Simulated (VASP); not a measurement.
# C: input slips in a band-gap run and what they do, part 2 of 2

Some runs for the gap of C get a fault in the input on purpose. Which of them show, and how? The starting structure is a measured crystal structure from the Crystallography Open Database. Cell and atoms stay as given unless a step says otherwise.

VASP 6.6.1.

Results so far: reference 4.104 eV; a k mesh far too coarse and no band path 4.058 eV.

The database entry behind the starting cell differs from later determinations by our own check (about 0.1 % long), so it need not match the best structure at ambient conditions.

## 5. Bands with a wide metal-type smearing

Level of this step: LDA; plane waves and PAW (C) (VASP).

A slip made on purpose: a wide metal-type smearing. Against step 2 the input has ISMEAR = 1 and SIGMA = 1 (also changed: NELM).

Contents of INCAR:

```
SYSTEM = C
PREC = Accurate
ENCUT = 460
EDIFF = 1E-06
NELM = 60
ISMEAR = 1
SIGMA = 1
LREAL = .FALSE.
ALGO = Normal
GGA = CA
NBANDS = 16
LORBIT = 11
LWAVE = .FALSE.
LCHARG = .FALSE.
KPAR = 4
LASPH = .TRUE.
```

Contents of POSCAR:

```
C
1.0
    0.0000000000      1.7858110000      1.7858110000
    1.7858110000      0.0000000000      1.7858110000
    1.7858110000      1.7858110000      0.0000000000
C
2
Direct
    0.0000000000      0.0000000000      0.0000000000
    0.2500000000      0.2500000000      0.2500000000
```

Contents of KPOINTS:

```
Automatic mesh
0
Gamma
10 10 10
0 0 0
```

Contents of KPOINTS_OPT:

```
Line mode
10
Line-mode
Reciprocal
  0.00000000   0.00000000   0.00000000 GAMMA
  0.50000000   0.00000000   0.50000000 X

  0.50000000   0.00000000   0.50000000 X
  0.50000000   0.25000000   0.75000000 W

  0.50000000   0.25000000   0.75000000 W
  0.37500000   0.37500000   0.75000000 K

  0.37500000   0.37500000   0.75000000 K
  0.00000000   0.00000000   0.00000000 GAMMA

  0.00000000   0.00000000   0.00000000 GAMMA
  0.50000000   0.50000000   0.50000000 L

  0.50000000   0.50000000   0.50000000 L
  0.62500000   0.25000000   0.62500000 U

  0.62500000   0.25000000   0.62500000 U
  0.50000000   0.25000000   0.75000000 W

  0.50000000   0.25000000   0.75000000 W
  0.50000000   0.50000000   0.50000000 L

  0.50000000   0.50000000   0.50000000 L
  0.37500000   0.37500000   0.75000000 K

  0.62500000   0.25000000   0.62500000 U
  0.50000000   0.00000000   0.50000000 X
```

PAW data sets: C (LDA family, release 64).

Launch:

```
mpirun -np 4 vasp_std
```

The log of the run:

```text
[... set-up lines as in an earlier step ...]
 entering main loop
       N       E                     dE             d eps       ncg     rms          rms(c)
DAV:   1    -0.151703235586E+01   -0.15170E+01   -0.41010E+03  1552   0.443E+02
DAV:   2    -0.207634096469E+02   -0.19246E+02   -0.18581E+02  2000   0.101E+02
DAV:   3    -0.210228549538E+02   -0.25945E+00   -0.25935E+00  1672   0.884E+00
DAV:   4    -0.210230538872E+02   -0.19893E-03   -0.19893E-03  2024   0.319E-01
[...]
DAV:   9    -0.202311367396E+02    0.49012E-04   -0.56565E-05  1856   0.459E-02    0.232E-02
DAV:  10    -0.202311388617E+02   -0.21221E-05   -0.39505E-06  1856   0.124E-02    0.546E-03
DAV:  11    -0.202311387013E+02    0.16045E-06   -0.24787E-07  1112   0.285E-03
   1 F= -.20231139E+02 E0= -.20234470E+02  d E =0.999437E-02
 Start KPOINTS_OPT (optional k-point list driver)
k-point batch [1-47\100]
       N       E                     dE             ncg
DAV:   1     0.138405085763E+04   -0.12467E+05     1520
DAV:   2     0.472344881989E+03   -0.91171E+03     2016
DAV:   3     0.457831827271E+03   -0.14513E+02     1720
DAV:   4     0.457820298918E+03   -0.11528E-01     1992
DAV:   5     0.457820288557E+03   -0.10361E-04     1736
DAV:   6     0.457820288545E+03   -0.11959E-07     1568
[...]
k-point batch [95-100\100]
       N       E                     dE             ncg
DAV:   1     0.178723322366E+05   -0.27645E+04      208
DAV:   2     0.177516558397E+05   -0.12068E+03      256
DAV:   3     0.177503417532E+05   -0.13141E+01      208
DAV:   4     0.177503409407E+05   -0.81246E-03      272
DAV:   5     0.177503409401E+05   -0.61695E-06      208
```

Run time: 5.4 s. Hardware: 4 MPI ranks of Intel Xeon Platinum 8488C (Sapphire Rapids), shared host; peak memory 0.44 GiB.

From OUTCAR (step 5):

```text
  Total       -0.9704120     -0.9704120     -0.9704120      0.0000000      0.0000000      0.0000000
  in kB     -136.4992532   -136.4992532   -136.4992532      0.0000000      0.0000000      0.0000000
  external PRESSURE =    -136.4992532 kB  Pullay stress =       0.0000000 kB

  FREE ENERGIE OF THE ION-ELECTRON SYSTEM (eV)
  ---------------------------------------------------
  free  energy   TOTEN  =       -20.2311387013 eV

  energy  without entropy=      -20.2411330665  energy(sigma->0) =      -20.23447016

[... 3 parts as in an earlier step ...]

[... 1 further part left out ...]
[key lines of the parts left out:]
E-fermi :   9.8307
```

With a wide metal-type smearing the gap is 4.105 eV, +0.000 eV from the reference.

## 6. Bands with a fixed density without a density file

A slip made on purpose: a fixed density without a density file. Against step 2 the input has ICHARG = 11 (also changed: NELM).

INCAR, as its differences from that of step 5:

```diff
@@ -5,4 +5,4 @@
 NELM = 60
-ISMEAR = 1
-SIGMA = 1
+ISMEAR = 0
+SIGMA = 0.03
 LREAL = .FALSE.
@@ -16 +16,2 @@
 LASPH = .TRUE.
+ICHARG = 11
```

POSCAR is that of step 5.

KPOINTS is that of step 5.

KPOINTS_OPT is that of step 5.

Launch:

```
mpirun -np 4 vasp_std
```

The log of the run:

```text
[banner, memory and clock lines left out]
running    4 mpi-ranks, on    1 nodes
[...]
LDA part: xc-table for (Slater(with rela. corr.)+CA(PZ))
 , standard interpolation
 POSCAR, INCAR and KPOINTS ok, starting setup
[...]
WARNING: CHGCAR is incomplete
|                                                                             |
|     EEEEEEE  RRRRRR   RRRRRR   OOOOOOO  RRRRRR      ###     ###     ###     |
|     E        R     R  R     R  O     O  R     R     ###     ###     ###     |
|     E        R     R  R     R  O     O  R     R     ###     ###     ###     |
|     EEEEE    RRRRRR   RRRRRR   O     O  RRRRRR       #       #       #      |
|     E        R   R    R   R    O     O  R   R                               |
|     E        R    R   R    R   O     O  R    R      ###     ###     ###     |
|     EEEEEEE  R     R  R     R  OOOOOOO  R     R     ###     ###     ###     |
|                                                                             |
|     ERROR: charge density could not be read from file CHGCAR for            |
|     ICHARG>10                                                               |
|                                                                             |
|       ---->  I REFUSE TO CONTINUE WITH THIS SICK JOB ... BYE!!! <----       |
|                                                                             |

1
1
1
1
```

Wall time 4.2 s (4 MPI ranks).

VASP stopped with this message: “ERROR: charge density could not be read from file CHGCAR for ICHARG>10”.

## 7. The runs compared

| run | ended | gap (eV) | change (eV) | core minutes |
| --- | --- | --- | --- | --- |
| reference | converged | 4.104 | - | 0.36 |
| a k mesh far too coarse and no band path | converged | 4.058 | -0.046 | 0.107 |
| no empty bands | converged | - | - | 0.12 |
| a wide metal-type smearing | converged | 4.105 | 0.0 | 0.36 |
| a fixed density without a density file | stopped by VASP | - | - | 0.28 |

Core minutes are wall time times ranks of the run shown, on a shared host.

## 8. Summary of results

```json
{
 "reference gap": "4.104 eV",
 "gap with a k mesh far too coarse and no band path": "4.058 eV",
 "gap with a wide metal-type smearing": "4.105 eV",
 "run with no empty bands": "converged",
 "run with a fixed density without a density file": "stopped by VASP"
}
```

VASP stopped by itself in the run with a fixed density without a density file. The run without empty bands converged, and still can't show a gap. Finished, but with signs in the output that stand out against the reference: a k mesh far too coarse and no band path, with the gap changed by -0.05 eV (signs: a stress that differs by up to 4.7 GPa). Little came of a wide metal-type smearing in this material. Further runs on this material are not shown.

[Lines on the potential files, build, host, timing and source positions are cut from VASP's logs without a mark.]

[Logs are printed without paths, hosts, clocks, repeated set-up lines and the standing remarks that a program may print on its own settings, such as how far it seeks lower states.]

[Hosts, paths, dates, database ids (printed as entryN), source tags and the programs' standing remarks are cut or masked in the printed files.]
